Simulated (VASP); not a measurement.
A run of VASP 6.6.1 is set up as follows.

Contents of INCAR:

```
ALGO     = Normal         # electronic algorithm
EDIFF    = 1E-6           # SCF threshold, eV
EDIFFG   = -0.005         # ionic threshold
ENCUT    = 600            # plane-wave cutoff, eV
GGA      = PE             # functional
IBRION   = 2              # ionic algorithm
ISIF     = 3              # what is computed and relaxed
ISMEAR   = 1              # smearing method
IVDW     = 12             # dispersion correction
LASPH    = True           # aspherical terms in the spheres
LCHARG   = False          # write CHGCAR
LREAL    = False          # projectors in reciprocal space
LWAVE    = False          # write WAVECAR
NELM     = 120            # most SCF steps
NSW      = 60             # ionic steps
PREC     = Accurate       # precision mode
SIGMA    = 0.1            # smearing width, eV
```

File KPOINTS:

```
k-points
0
Gamma
  18 18 18
```

The input POSCAR:

```
W
1.0
   -1.5750000000      1.5750000000      1.5750000000
    1.5750000000     -1.5750000000      1.5750000000
    1.5750000000      1.5750000000     -1.5750000000
W
1
Direct
    0.0000000000      0.0000000000      0.0000000000
```

Potentials or basis: VASP PAW PBE potentials, release 64 (W_sv).

The run is started by

```sh
$ cat potpaw_PBE.64/W_sv/POTCAR > POTCAR
$ mpirun -np 1 vasp_std > vasp.out
```

Question: Predict the space group after relaxing (to 0.05 Å).

Answer: Im-3m (No. 229).

Question: What does it give for the relaxed cell?

Answer: a = 2.738 Å, b = 2.738 Å, c = 2.738 Å, α = 109.47°, β = 109.47°, γ = 109.47°.

Question: Predict the relaxed volume.

Answer: 15.80 Å³/atom.

Step by step:
```csv
step,energy change (eV),largest force (eV/Å),pressure (GPa),volume (Å³)
1,0.0000,0.0000,3.59,15.63
2,0.0223,0.0000,-11.76,16.43
3,-0.0019,0.0000,-0.05,15.80
```

Caveat: pairwise dispersion overbinds metals, which lowers pressure and volume. The run has no spin-orbit coupling, so splittings on W are missing.
